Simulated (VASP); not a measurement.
# Shielding tensors and field gradients of La2O3, part 6 of 7

Aim: NMR shielding tensors and field gradients of La2O3. The cell has space group P-3m1, a computed entry that need not be the common form of this compound. The start is a computed cell from the Materials Project.

VASP 6.6.1, plane waves and PAW; the level of theory is named at each step.

So far. Step 5 (Another functional): Against the first shielding run the largest change is -55.5 ppm, on La1. Step 7 (Cell stretched): Against the first shielding run the largest change is +30.0 ppm, on La1.

## (8) One more run

Level of this step: chemical shifts by linear response (GIPAW), PBE; plane waves and PAW (La, O) (VASP).

This run repeats the step with a slip in the input.

Contents of INCAR:

```
SYSTEM = La2O3
PREC = Accurate
ENCUT = 150
EDIFF = 1E-09
NELM = 100
ISMEAR = 0
SIGMA = 0.01
LREAL = .FALSE.
ALGO = Normal
GGA = PE
NBANDS = 26
LASPH = .TRUE.
LWAVE = .FALSE.
LCHARG = .FALSE.
KPAR = 2
LCHIMAG = .TRUE.
LEFG = .TRUE.
DQ = 0.001
ICHIBARE = 1
LNMR_SYM_RED = .TRUE.
```

Contents of POSCAR:

```
La2O3
1.0
    3.9307778780      0.0000000000      0.0000000000
   -1.9653889390      3.4041534990      0.0000000000
    0.0000000000      0.0000000000      6.1119535200
La O
2 3
Direct
    0.6666666700      0.3333333300      0.7537901409
    0.3333333300      0.6666666700      0.2462098591
    0.6666666700      0.3333333300      0.3540179778
    0.3333333300      0.6666666700      0.6459820222
    0.0000000000      0.0000000000      0.0000000000
```

Contents of KPOINTS:

```
Automatic mesh
0
Gamma
6 6 4
0 0 0
```

PAW data sets: La and O (PBE family, release 64).

Run with:

```console
mpirun -np 2 vasp_std
```

Output:

```text
[... set-up lines as in an earlier step ...]
 entering main loop
       N       E                     dE             d eps       ncg     rms          rms(c)
DAV:   1     0.229733208856E+03    0.22973E+03   -0.80138E+03  1248   0.582E+02
DAV:   2    -0.240705618463E+02   -0.25380E+03   -0.24720E+03  1824   0.231E+02
DAV:   3    -0.485025241863E+02   -0.24432E+02   -0.24378E+02  1864   0.840E+01
DAV:   4    -0.494963956867E+02   -0.99387E+00   -0.99320E+00  2040   0.152E+01
DAV:   5    -0.495147127707E+02   -0.18317E-01   -0.18315E-01  2208   0.200E+00    0.239E+01
DAV:   6    -0.442302782612E+02    0.52844E+01   -0.14065E+01  1568   0.166E+01    0.116E+01
DAV:   7    -0.435650551759E+02    0.66522E+00   -0.92436E-01  1660   0.668E+00    0.518E+00
DAV:   8    -0.435803428542E+02   -0.15288E-01   -0.35795E-01  1704   0.387E+00    0.403E-01
DAV:   9    -0.435766743301E+02    0.36685E-02   -0.58586E-02  1824   0.159E+00    0.179E-01
DAV:  10    -0.435771357654E+02   -0.46144E-03   -0.57512E-03  2096   0.411E-01    0.100E-01
DAV:  11    -0.435774891356E+02   -0.35337E-03   -0.11959E-03  1560   0.171E-01    0.395E-02
DAV:  12    -0.435776199983E+02   -0.13086E-03   -0.23621E-04  1520   0.836E-02    0.239E-02
DAV:  13    -0.435776227133E+02   -0.27150E-05   -0.15958E-04  1728   0.767E-02    0.764E-03
DAV:  14    -0.435776267098E+02   -0.39965E-05   -0.38827E-05  1720   0.352E-02    0.921E-03
DAV:  15    -0.435776256312E+02    0.10786E-05   -0.18864E-05  1792   0.226E-02    0.133E-03
DAV:  16    -0.435776258805E+02   -0.24934E-06   -0.14004E-06  1720   0.698E-03    0.642E-04
DAV:  17    -0.435776258539E+02    0.26585E-07   -0.11367E-07  2240   0.185E-03    0.488E-04
DAV:  18    -0.435776258311E+02    0.22802E-07   -0.86148E-08  1664   0.141E-03    0.246E-04
DAV:  19    -0.435776258991E+02   -0.67925E-07   -0.77855E-09  1672   0.538E-04    0.162E-04
DAV:  20    -0.435776259116E+02   -0.12512E-07   -0.38801E-09  1472   0.348E-04    0.280E-05
DAV:  21    -0.435776259100E+02    0.15998E-08   -0.48330E-10   872   0.155E-04    0.102E-05
DAV:  22    -0.435776259063E+02    0.36862E-08   -0.18656E-10   808   0.990E-05    0.151E-05
DAV:  23    -0.435776259028E+02    0.34888E-08   -0.56475E-11   792   0.608E-05    0.127E-05
DAV:  24    -0.435776259017E+02    0.11441E-08   -0.36030E-11   792   0.431E-05    0.279E-06
DAV:  25    -0.435776259017E+02   -0.45475E-11   -0.10126E-11   768   0.252E-05
ion   1
     0.0000000    -0.0000000    -0.0000000     0.8928413     0.0000000    -0.0000000
     0.0000602    -0.0000000    -0.0000000     0.8928413     0.0000000    -0.0000000
     0.0000829    -0.0000000    -0.0000000     0.8928412     0.0000000    -0.0000000
     0.0001141    -0.0000000    -0.0000000     0.8928412     0.0000000    -0.0000000
     0.0001572    -0.0000000    -0.0000000     0.8928412     0.0000000    -0.0000000

     0.0000000    -0.0000000     0.0000000   -94.1576254     0.0000000    -0.0000001
     0.0000602    -0.0000000     0.0000000   -94.1312253     0.0000000    -0.0000001
     0.0000829    -0.0000000     0.0000000   -94.1177693     0.0000000    -0.0000001
     0.0001141    -0.0000000     0.0000000   -94.0967106     0.0000000    -0.0000001
     0.0001572    -0.0000000     0.0000000   -94.0638981     0.0000000    -0.0000001

ion   2
     0.0000000    -0.0000000    -0.0000000     0.8928413    -0.0000000    -0.0000000
     0.0000602    -0.0000000    -0.0000000     0.8928413    -0.0000000    -0.0000000
     0.0000829    -0.0000000    -0.0000000     0.8928412    -0.0000000    -0.0000000
     0.0001141    -0.0000000    -0.0000000     0.8928412    -0.0000000    -0.0000000
     0.0001572    -0.0000000    -0.0000000     0.8928412    -0.0000000    -0.0000000

     0.0000000    -0.0000000     0.0000000   -94.1576254     0.0000000    -0.0000001
     0.0000602    -0.0000000     0.0000000   -94.1312253     0.0000000    -0.0000001
     0.0000829    -0.0000000     0.0000000   -94.1177693     0.0000000    -0.0000001
     0.0001141    -0.0000000     0.0000000   -94.0967106     0.0000000    -0.0000001
     0.0001572    -0.0000000     0.0000000   -94.0638981     0.0000000    -0.0000001

ion   3
     0.0000000    -0.0000000     0.0000000    -2.1362090    -0.0000000    -0.0000000
     0.0000293    -0.0000000     0.0000000    -2.1362090    -0.0000000    -0.0000000
     0.0000403    -0.0000000     0.0000000    -2.1362090    -0.0000000    -0.0000000
     0.0000555    -0.0000000     0.0000000    -2.1362090    -0.0000000    -0.0000000
     0.0000765    -0.0000000     0.0000000    -2.1362090    -0.0000000    -0.0000000

     0.0000000    -0.0000000     0.0000000    -4.9059656    -0.0000000    -0.0000000
     0.0000293    -0.0000000     0.0000000    -4.9059645    -0.0000000    -0.0000000
     0.0000403    -0.0000000     0.0000000    -4.9059638    -0.0000000    -0.0000000
     0.0000555    -0.0000000     0.0000000    -4.9059626    -0.0000000    -0.0000000
     0.0000765    -0.0000000     0.0000000    -4.9059606    -0.0000000    -0.0000000

ion   4
     0.0000000    -0.0000000     0.0000000    -2.1362090     0.0000000    -0.0000000
     0.0000293    -0.0000000     0.0000000    -2.1362090     0.0000000    -0.0000000
     0.0000403    -0.0000000     0.0000000    -2.1362090     0.0000000    -0.0000000
     0.0000555    -0.0000000     0.0000000    -2.1362090     0.0000000    -0.0000000
     0.0000765    -0.0000000     0.0000000    -2.1362090     0.0000000    -0.0000000

     0.0000000    -0.0000000     0.0000000    -4.9059656     0.0000000    -0.0000000
     0.0000293    -0.0000000     0.0000000    -4.9059645     0.0000000    -0.0000000
     0.0000403    -0.0000000     0.0000000    -4.9059638     0.0000000    -0.0000000
     0.0000555    -0.0000000     0.0000000    -4.9059626     0.0000000    -0.0000000
     0.0000765    -0.0000000     0.0000000    -4.9059606     0.0000000    -0.0000000

ion   5
     0.0000000     0.0000000     0.0000000     0.9297560    -0.0000000    -0.0000000
     0.0000293     0.0000000     0.0000000     0.9297560    -0.0000000    -0.0000000
     0.0000403     0.0000000     0.0000000     0.9297560    -0.0000000    -0.0000000
     0.0000555     0.0000000     0.0000000     0.9297560    -0.0000000    -0.0000000
     0.0000765     0.0000000     0.0000000     0.9297560    -0.0000000    -0.0000000

     0.0000000     0.0000000     0.0000000     2.1460800    -0.0000000    -0.0000000
     0.0000293     0.0000000     0.0000000     2.1460795    -0.0000000    -0.0000000
     0.0000403     0.0000000     0.0000000     2.1460792    -0.0000000    -0.0000000
     0.0000555     0.0000000     0.0000000     2.1460787    -0.0000000    -0.0000000
     0.0000765     0.0000000     0.0000000     2.1460778    -0.0000000    -0.0000000

[...]
RMM:   3    -0.139672352222E+03   -0.91007E+00   -0.27276E+00  5004   0.560E+00
RMM:   4    -0.139764282083E+03   -0.91930E-01   -0.29036E-01  5072   0.168E+00
RMM:   5    -0.139772848069E+03   -0.85660E-02   -0.28877E-02  5205   0.513E-01
RMM:   6    -0.139773754298E+03   -0.90623E-03   -0.30489E-03  5220   0.167E-01
RMM:   7    -0.139773849195E+03   -0.94896E-04   -0.34141E-04  5250   0.539E-02
RMM:   8    -0.139773860150E+03   -0.10955E-04   -0.38772E-05  5256   0.186E-02
RMM:   9    -0.139773861500E+03   -0.13507E-05   -0.55779E-06  5219   0.625E-03
RMM:  10    -0.139773861663E+03   -0.16313E-06   -0.58453E-07  5189   0.221E-03
RMM:  11    -0.139773861685E+03   -0.21882E-07   -0.98834E-08  4860   0.770E-04
RMM:  12    -0.139773861688E+03   -0.25664E-08   -0.95206E-09  3867   0.275E-04
RMM:  13    -0.139773861688E+03   -0.33401E-09   -0.14302E-09  2661   0.115E-04
BDIR= 3  IDIR= 1  IQ=  1
DAV:   1    -0.340254564719E+03   -0.34025E+03   -0.42717E-02  2624   0.104E+00
DAV:   2    -0.340255156058E+03   -0.59134E-03   -0.59134E-03  4144   0.411E-01
DAV:   3    -0.340255172434E+03   -0.16376E-04   -0.16376E-04  4032   0.609E-02
DAV:   4    -0.340255173393E+03   -0.95824E-06   -0.95828E-06  4376   0.113E-02
DAV:   5    -0.340255173438E+03   -0.45090E-07   -0.45183E-07  3840   0.242E-03
DAV:   6    -0.340255173441E+03   -0.36749E-08   -0.36495E-08  3968   0.549E-04
DAV:   7    -0.340255173442E+03   -0.22641E-09   -0.20735E-09  3048   0.143E-04
       N       E                     dE             d eps       ncg     rms
RMM:   1    -0.127557310403E+03   -0.12756E+03   -0.22289E+02  4009   0.102E+02
RMM:   2    -0.138749081307E+03   -0.11192E+02   -0.31200E+01  4606   0.195E+01
RMM:   3    -0.139658148704E+03   -0.90907E+00   -0.27283E+00  5006   0.560E+00
RMM:   4    -0.139749825817E+03   -0.91677E-01   -0.28830E-01  5078   0.168E+00
RMM:   5    -0.139758363527E+03   -0.85377E-02   -0.28881E-02  5216   0.513E-01
RMM:   6    -0.139759274214E+03   -0.91069E-03   -0.30780E-03  5232   0.168E-01
RMM:   7    -0.139759369826E+03   -0.95612E-04   -0.34367E-04  5269   0.542E-02
RMM:   8    -0.139759380967E+03   -0.11141E-04   -0.40062E-05  5295   0.189E-02
RMM:   9    -0.139759382347E+03   -0.13804E-05   -0.56882E-06  5263   0.634E-03
RMM:  10    -0.139759382516E+03   -0.16836E-06   -0.61496E-07  5249   0.224E-03
RMM:  11    -0.139759382538E+03   -0.22415E-07   -0.10128E-07  4953   0.785E-04
RMM:  12    -0.139759382541E+03   -0.26357E-08   -0.98062E-09  3951   0.281E-04
RMM:  13    -0.139759382541E+03   -0.34581E-09   -0.14899E-09  2753   0.117E-04
BDIR= 3  IDIR= 2  IQ= -1
DAV:   1    -0.340267391054E+03   -0.34027E+03   -0.42641E-02  2580   0.104E+00
DAV:   2    -0.340267988844E+03   -0.59779E-03   -0.59779E-03  4120   0.414E-01
DAV:   3    -0.340268006207E+03   -0.17363E-04   -0.17363E-04  3992   0.620E-02
DAV:   4    -0.340268007068E+03   -0.86096E-06   -0.86099E-06  4424   0.110E-02
DAV:   5    -0.340268007103E+03   -0.34999E-07   -0.34974E-07  3784   0.217E-03
DAV:   6    -0.340268007105E+03   -0.27742E-08   -0.27481E-08  3992   0.478E-04
DAV:   7    -0.340268007106E+03   -0.12858E-09   -0.15613E-09  2864   0.121E-04
       N       E                     dE             d eps       ncg     rms
RMM:   1    -0.127712179480E+03   -0.12771E+03   -0.22436E+02  4006   0.102E+02
RMM:   2    -0.138765600972E+03   -0.11053E+02   -0.30621E+01  4603   0.194E+01
RMM:   3    -0.139672074459E+03   -0.90647E+00   -0.27555E+00  4955   0.559E+00
RMM:   4    -0.139764408504E+03   -0.92334E-01   -0.29162E-01  4995   0.169E+00
RMM:   5    -0.139773129920E+03   -0.87214E-02   -0.30493E-02  5100   0.517E-01
RMM:   6    -0.139774058277E+03   -0.92836E-03   -0.30523E-03  5117   0.167E-01
RMM:   7    -0.139774155658E+03   -0.97381E-04   -0.36354E-04  5145   0.534E-02
RMM:   8    -0.139774167170E+03   -0.11512E-04   -0.40601E-05  5162   0.183E-02
RMM:   9    -0.139774168579E+03   -0.14084E-05   -0.58668E-06  5125   0.614E-03
RMM:  10    -0.139774168754E+03   -0.17526E-06   -0.61013E-07  5043   0.216E-03
RMM:  11    -0.139774168778E+03   -0.24314E-07   -0.11487E-07  4672   0.758E-04
RMM:  12    -0.139774168781E+03   -0.27400E-08   -0.10516E-08  3668   0.271E-04
RMM:  13    -0.139774168781E+03   -0.33356E-09   -0.11584E-09  2572   0.113E-04
BDIR= 3  IDIR= 2  IQ=  0
DAV:   1    -0.340256865546E+03   -0.34026E+03   -0.44222E-09  2120   0.262E-04
DAV:   2    -0.340256865546E+03   -0.56843E-12   -0.24906E-10  1672   0.756E-05
       N       E                     dE             d eps       ncg     rms
RMM:   1    -0.127730572414E+03   -0.12773E+03   -0.22453E+02  4007   0.102E+02
RMM:   2    -0.138770829353E+03   -0.11040E+02   -0.30588E+01  4603   0.194E+01
RMM:   3    -0.139672435806E+03   -0.90161E+00   -0.27478E+00  4956   0.558E+00
RMM:   4    -0.139764213096E+03   -0.91777E-01   -0.28887E-01  4990   0.168E+00
RMM:   5    -0.139772827021E+03   -0.86139E-02   -0.30028E-02  5097   0.515E-01
RMM:   6    -0.139773745317E+03   -0.91830E-03   -0.30339E-03  5107   0.167E-01
RMM:   7    -0.139773842452E+03   -0.97135E-04   -0.36272E-04  5133   0.533E-02
RMM:   8    -0.139773853852E+03   -0.11400E-04   -0.39769E-05  5150   0.182E-02
RMM:   9    -0.139773855238E+03   -0.13868E-05   -0.58220E-06  5101   0.611E-03
RMM:  10    -0.139773855412E+03   -0.17398E-06   -0.60189E-07  5014   0.216E-03
RMM:  11    -0.139773855436E+03   -0.24066E-07   -0.11355E-07  4623   0.751E-04
RMM:  12    -0.139773855439E+03   -0.26997E-08   -0.10203E-08  3628   0.268E-04
RMM:  13    -0.139773855439E+03   -0.33253E-09   -0.11954E-09  2520   0.112E-04
BDIR= 3  IDIR= 2  IQ=  1
DAV:   1    -0.340244595509E+03   -0.34024E+03   -0.42615E-02  2572   0.104E+00
DAV:   2    -0.340245197367E+03   -0.60186E-03   -0.60186E-03  4104   0.416E-01
DAV:   3    -0.340245214379E+03   -0.17012E-04   -0.17012E-04  3968   0.626E-02
DAV:   4    -0.340245215288E+03   -0.90996E-06   -0.90993E-06  4416   0.114E-02
DAV:   5    -0.340245215329E+03   -0.40059E-07   -0.40044E-07  3776   0.235E-03
DAV:   6    -0.340245215332E+03   -0.31068E-08   -0.31304E-08  3984   0.526E-04
DAV:   7    -0.340245215332E+03   -0.15871E-09   -0.19880E-09  2984   0.139E-04
       N       E                     dE             d eps       ncg     rms
RMM:   1    -0.127659890754E+03   -0.12766E+03   -0.22381E+02  4004   0.102E+02
RMM:   2    -0.138763671435E+03   -0.11104E+02   -0.30707E+01  4603   0.195E+01
RMM:   3    -0.139670836152E+03   -0.90716E+00   -0.27582E+00  4957   0.559E+00
RMM:   4    -0.139763019112E+03   -0.92183E-01   -0.28946E-01  4992   0.168E+00
RMM:   5    -0.139771713640E+03   -0.86945E-02   -0.30342E-02  5104   0.517E-01
RMM:   6    -0.139772638201E+03   -0.92456E-03   -0.30346E-03  5113   0.167E-01
RMM:   7    -0.139772735652E+03   -0.97450E-04   -0.36624E-04  5150   0.534E-02
RMM:   8    -0.139772747071E+03   -0.11419E-04   -0.39425E-05  5166   0.183E-02
RMM:   9    -0.139772748466E+03   -0.13949E-05   -0.58827E-06  5121   0.615E-03
RMM:  10    -0.139772748642E+03   -0.17644E-06   -0.60609E-07  5050   0.217E-03
RMM:  11    -0.139772748667E+03   -0.24441E-07   -0.11561E-07  4667   0.757E-04
RMM:  12    -0.139772748669E+03   -0.27325E-08   -0.10258E-08  3672   0.270E-04
RMM:  13    -0.139772748670E+03   -0.34095E-09   -0.12564E-09  2571   0.112E-04
       N       E                     dE             d eps       ncg     rms
RLQ:   1    -0.569392106167E+01   -0.56939E+01   -0.67095E+01  3064   0.779E+01
RLQ:   2    -0.678643852905E+01   -0.10925E+01   -0.20728E+00  4145   0.528E+00
RLQ:   3    -0.686876479612E+01   -0.82326E-01   -0.16163E-01  4549   0.101E+00
RLQ:   4    -0.687293686060E+01   -0.41721E-02   -0.12673E-02  4732   0.268E-01
RLQ:   5    -0.687330363627E+01   -0.36678E-03   -0.11130E-03  4831   0.766E-02
RLQ:   6    -0.687334049412E+01   -0.36858E-04   -0.11407E-04  4859   0.234E-02
RLQ:   7    -0.687334366988E+01   -0.31758E-05   -0.99114E-06  4852   0.683E-03
RLQ:   8    -0.687334398048E+01   -0.31061E-06   -0.10190E-06  4677   0.213E-03
RLQ:   9    -0.687334401037E+01   -0.29885E-07   -0.95982E-08  4313   0.664E-04
RLQ:  10    -0.687334401384E+01   -0.34772E-08   -0.12901E-08  3430   0.227E-04
RLQ:  11    -0.687334401423E+01   -0.38259E-09   -0.12207E-09  2199   0.933E-05
```

The job ended after 1.8 min (2 MPI ranks of Intel Xeon 6975P-C (Granite Rapids), shared host; peak memory 0.42 GiB).

[end of part 6 of 7]

[Lines on the potential files, build, host, timing and source positions are cut from VASP's logs without a mark.]

[Logs are printed without paths, hosts, clocks, repeated set-up lines and the standing remarks that a program may print on its own settings, such as how far it seeks lower states.]

[Hosts, paths, dates, database ids (printed as entryN), source tags and the programs' standing remarks are cut or masked in the printed files.]
